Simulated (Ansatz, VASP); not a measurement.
# Cross-check of Si3N4 between VASP and Ansatz

Wanted: the spread between two codes on one cell, functional and k mesh.

Main program and level: Ansatz 0.2.0; plane waves, with VASP 6.6.1 beside it; band structure at r2SCAN.

**1. The structure**

Symmetry: P6_3/m, No. 176, hexagonal system. Conventional cell: a = 7.604 Å, b = 7.604 Å, c = 2.906 Å, α = 90.00°, β = 90.00°, γ = 120.00°. Nearest to Si lie 4 N at 1.73 to 1.74 Å. Nearest to N lie 3 Si at 1.74 Å. Nearest to N lie 3 Si at 1.73 Å. Farther neighbours and most contacts between anions are not listed.

**2. Ansatz: band structure, r2SCAN**

Ansatz runs on its default PAW (the set named soft_2) files.

Levels along a path test the potential and the projectors away from the mesh points.

Contents of input.yaml:

```yaml
crystal:
  lattice:
    - [7.6044, 0.0, 0.0]
    - [-3.8022, 6.5856035805, 0.0]
    - [0.0, 0.0, 2.9063]
  atoms:
    - { symbol: Si, position: [0.768477, 0.174557, 0.25] }
    - { symbol: Si, position: [0.59392, 0.768477, 0.75] }
    - { symbol: Si, position: [0.825443, 0.59392, 0.25] }
    - { symbol: Si, position: [0.231523, 0.825443, 0.75] }
    - { symbol: Si, position: [0.40608, 0.231523, 0.25] }
    - { symbol: Si, position: [0.174557, 0.40608, 0.75] }
    - { symbol: "N", position: [0.0305, 0.33024, 0.25] }
    - { symbol: "N", position: [0.70026, 0.0305, 0.75] }
    - { symbol: "N", position: [0.66976, 0.70026, 0.25] }
    - { symbol: "N", position: [0.9695, 0.66976, 0.75] }
    - { symbol: "N", position: [0.29974, 0.9695, 0.25] }
    - { symbol: "N", position: [0.33024, 0.29974, 0.75] }
    - { symbol: "N", position: [0.6666666667, 0.3333333333, 0.25] }
    - { symbol: "N", position: [0.3333333333, 0.6666666667, 0.75] }
hamiltonian:
  xc: r2scan
  pseudopotentials: { kind: paw }
kpoints:
  mp_grid: { grid: [3, 3, 6] }
  band_path:
    path:
      - [0.0, 0.0, 0.0]
      - [0.14286, 0.0, 0.0]
      - [0.28571, 0.0, 0.0]
      - [0.5, 0.0, 0.0]
      - [0.47619, 0.04762, 0.0]
      - [0.40476, 0.19048, 0.0]
      - [0.35714, 0.28571, 0.0]
      - [0.28571, 0.28571, 0.0]
      - [0.19048, 0.19048, 0.0]
      - [0.04762, 0.04762, 0.0]
      - [0.0, 0.0, 0.0]
      - [0.0, 0.0, 0.14286]
      - [0.0, 0.0, 0.35714]
      - [0.0, 0.0, 0.5]
      - [0.14286, 0.0, 0.5]
      - [0.28571, 0.0, 0.5]
      - [0.5, 0.0, 0.5]
      - [0.47619, 0.04762, 0.5]
      - [0.40476, 0.19048, 0.5]
      - [0.35714, 0.28571, 0.5]
      - [0.33333, 0.33333, 0.5]
      - [0.19048, 0.19048, 0.5]
      - [0.09524, 0.09524, 0.5]
      - [0.5, 0.0, 0.5]
      - [0.5, 0.0, 0.35714]
      - [0.5, 0.0, 0.14286]
      - [0.5, 0.0, 0.0]
      - [0.33333, 0.33333, 0.14286]
      - [0.33333, 0.33333, 0.28571]
      - [0.33333, 0.33333, 0.5]
    npoints: 1
scf:
  occupations: { method: gaussian, width: 0.01 }
  n_extra_bands: 13
output:
  forces: true
  stress: true
  eigenvalues: true
```

Started as:

```console
ansatz run input.yaml --threads 4 --pin off --max-ram 9216MiB --backend cpu --events-out ev --progress --plain --runs-dir out
```

Numbers of over 12 decimals in the logs are rounded to 6 here.

Output:

```text
scf.n_extra_bands = 13 over 32 filled bands (N_el = 64.0): the run solves 45 bands
Engine: ansatz 0.2.0, aarch64-unknown-linux-gnu
Pseudopotentials: kind: paw
Pseudopotential: Si, paw, valence charge 4, recommended cutoff 500 eV (meta_gga), Si.paw.azcp
Pseudopotential: N, paw, valence charge 5, recommended cutoff 500 eV (meta_gga), N.paw.azcp
Functional definition: r2SCAN
  parameter k0 = 0.174
  parameter k1 = 0.065
  parameter a1 = 4.9479
  exchange = r2scan_x(k0 = k0, k1 = k1, a1 = a1)
  correlation = r2scan_c
Crystal: 14 atoms, lattice volume = 145.546 Å³
Basis set: ecut = 500 eV, 3695 PW (Γ), exchange–correlation on 240×240×96 points (64 copies of the dense FFT grid, shifted against one another)
Bands: 45, of which v1, the nominal top of the filled ones, is band 32 counted from 1 (31 counted from 0)
Symmetry: 12 space group operations
Space group: P63/m (ITA 176), of the structure as read, at distance tolerance 5.3e-5 Å
k-points: 12 of 54
Non-local potential: Si, projectors of the file, l = 0: 2, l = 1: 2, l = 2: 2
Non-local potential: N, projectors of the file, l = 0: 2, l = 1: 2, l = 2: 1
PAW form: soft (Blöchl's): semilocal exchange-correlation on the pseudo side does not see the compensation charge
PAW frozen core: Si, regenerated for the run's functional (the file was generated under x = pbe(κ = 0.804, μ = 0.219515), c = pbe(β = 0.066725))
PAW frozen core: N, regenerated for the run's functional (the file was generated under x = pbe(κ = 0.804, μ = 0.219515), c = pbe(β = 0.066725))
PAW one-centre angular grid: Si, 302 points (default); XC on 160 Gauss nodes
PAW one-centre angular grid: N, 302 points (default); XC on 160 Gauss nodes
Initial density: superposition of atomic densities (neutral atoms: chi_scale 0, normalization atom), corrected by the library's trained network
Initial wavefunctions: pseudopotential atomic-orbital guess
Functional: x = r2scan, c = r2scan; τ floored in thin density (d = 2e-4 eV/Å³)
SCF iter   1: F=—  HF=-6930.440760 eV  |F-HF|=—  |Δ(HF+E_count)|=         —  Δρ=7.88e-3  dr2=8.51e-2  dr2_τ=1.62e0  ethr=1.77e-3  ⟨swp⟩=6.9  Hψ=2746  notcnv=0  defer=6
preconditioner: auto → Resta (q_TF=auto, 2.379 Å⁻¹)  ε∞=3.6  [insulator: Δε(μ)=5.004 eV  Ē_g=15.217 eV  σ=0.010 eV  W_gap=1.00  n_scr=32 (ndim 8)  ℏωp=24.6 eV  f_vac=0.033  D(μ)=0.00/eV (n_scr^D=0)  ε∞_Penn≈3.6]
SCF iter   2: F=—  HF=-6930.853165 eV  |F-HF|=—  |Δ(HF+E_count)|=   4.12e-1  Δρ=5.63e-3  dr2=3.23e-2  dr2_τ=8.60e-4  ethr=1.33e-4  ⟨swp⟩=3.0  Hψ=1162  notcnv=0  defer=85
SCF iter   3: F=—  HF=-6930.849226 eV  |F-HF|=—  |Δ(HF+E_count)|=   3.94e-3  Δρ=7.08e-4  dr2=4.09e-4  dr2_τ=1.57e-4  ethr=5.05e-5  ⟨swp⟩=2.0  Hψ=814  notcnv=0  defer=85
SCF iter   4: F=—  HF=-6930.849505 eV  |F-HF|=—  |Δ(HF+E_count)|=   2.79e-4  Δρ=1.77e-4  dr2=3.51e-5  dr2_τ=2.32e-6  ethr=6.39e-7  ⟨swp⟩=2.0  Hψ=910  notcnv=0  defer=85
SCF iter   5: F=—  HF=-6930.849381 eV  |F-HF|=—  |Δ(HF+E_count)|=   1.24e-4  Δρ=7.15e-5  dr2=6.31e-6  dr2_τ=8.76e-7  ethr=5.49e-8  ⟨swp⟩=2.0  Hψ=839  notcnv=0  defer=85
SCF iter   6: F=—  HF=-6930.849380 eV  |F-HF|=—  |Δ(HF+E_count)|=   3.79e-7  Δρ=1.92e-5  dr2=5.41e-7  dr2_τ=5.02e-8  ethr=9.87e-9  ⟨swp⟩=2.0  Hψ=803  notcnv=0  defer=85
SCF iter   7: F=-6930.849380 eV  HF=-6930.849380 eV  |F-HF|=6.24e-9  |Δ(HF+E_count)|=   7.64e-8  Δρ=5.00e-6  dr2=4.51e-8  dr2_τ=2.58e-9  ethr=1.56e-10  ⟨swp⟩=14.1  Hψ=2871  notcnv=0
SCF 1 converged in 7 iterations: F = -6930.849380 eV  dr2 = 4.51e-8
  greatest PAW one-centre occupation: 0.799 electrons in one spin orbital (limit 2), on the N atom at site 13 (counted from 0), in its partial waves of l = 0
NSCF: frozen V_eff on 30 k-points
SCF converged after 7 iterations
Free energy (F): -6930.849380 eV
Harris-Foulkes:  -6930.849380 eV  (|F-HF|=6.24e-9)
Internal energy: -6930.849380 eV  (E = F + TS)
E sigma→0 (E₀):  -6930.849380 eV
Fermi energy:    10.544209 eV
--- Per-component energies (eV) ---
  E_band       = 28.859489
  E_kinetic    = 1360.227683
  E_local      = -2151.548506  (includes V_loc(G=0)·N_el)
  E_nonlocal   = 499.127822
  E_hartree    = 724.734385
  E_xc         = -804.456258
  E_vxc        = -1003.484766  (∫ρ·V_xc dr)
  E_paw        = -4153.287190  (= ΣΔE_a)
  E_vpaw       = -178.946237  (= ΣTr[D̂ρ^β])
  E_aug_tail   = 0.000166  (compensation charges beyond the density's cutoff)
  E_vtau       = 54.016044  (kinetic-family band-sum trace: ∫τ·v_τ [+ j·A + Jᵃ·Aᵃ] dr)
  E_ewald      = -2404.952369
  E_core_change = -0.695115  (= ΣΔE_core)
  E_smearing   = -0.000000  (= −TS)
  E_closure    = 0.000000  (closes the sum)
  Σ components = -6930.849380   (vs F -6930.849380, Δ=0.00e0)
--- Forces (eV/Å), atoms counted from 1 ---
  atom   1  Si     0.00420791     0.04160980    -0.00000000
  atom   2  Si    -0.03393119     0.02444906    -0.00000000
  atom   3  Si    -0.03813910    -0.01716074     0.00000000
  atom   4  Si    -0.00420791    -0.04160980     0.00000000
  atom   5  Si     0.03393119    -0.02444906     0.00000000
  atom   6  Si     0.03813910     0.01716074    -0.00000000
  atom   7  N      0.01021209    -0.01764048     0.00000000
  atom   8  N      0.02038315     0.00002369     0.00000000
  atom   9  N      0.01017106     0.01766417     0.00000000
  atom  10  N     -0.01021209     0.01764048     0.00000000
  atom  11  N     -0.02038315    -0.00002369    -0.00000000
  atom  12  N     -0.01017106    -0.01766417    -0.00000000
  atom  13  N      0.00000000    -0.00000000    -0.00000000
  atom  14  N     -0.00000000     0.00000000     0.00000000
  max |Σ_I F_I| component: 1.33e-17 eV/Å
--- Stress (GPa, compression-positive) ---
       -0.051992       0.000007       0.000000
       -0.000007      -0.051992       0.000000
        0.000000       0.000000      -0.144810
  P = ⅓ Tr σ = -0.0829 GPa (-0.829 kbar)
--- Band table (eV; the first three rows and the last of 12) ---
  k-point 0: bands = [... 28 lower, 6.7408, 7.5787, 7.6366, 7.8446, 13.0353, 13.2818, 13.6117, 13.6117, ... 9 higher]
  k-point 1: bands = [... 28 lower, 6.7607, 6.7607, 6.8919, 8.0531, 14.2444, 14.7172, 14.7172, 14.9288, ... 9 higher]
  k-point 2: bands = [... 28 lower, 6.2844, 6.5762, 6.5762, 7.7036, 13.7665, 13.7665, 14.6842, 14.6842, ... 9 higher]
  k-point 11: bands = [... 28 lower, 6.5952, 6.5952, 6.9034, 6.9034, 13.7404, 13.7404, 14.5241, 14.5241, ... 9 higher]
```

Elapsed: 6.8 s, on 4 threads of Arm Neoverse V1, shared host; peak memory 0.86 GiB.

In the SCF lines HF is the Harris–Foulkes energy and dr2 the Hartree energy of the density residual, in eV; the loop may stop once dr2 is under the threshold and the program's other checks hold. Hψ counts applications of the Hamiltonian.

(Continued in part 2 of 2.)

[Lines on the potential files, build, host, timing and source positions are cut from VASP's logs without a mark.]

[Logs are printed without paths, hosts, clocks, repeated set-up lines and the standing remarks that a program may print on its own settings, such as how far it seeks lower states.]

[Hosts, paths, dates, database ids (printed as entryN), source tags and the programs' standing remarks are cut or masked in the printed files.]
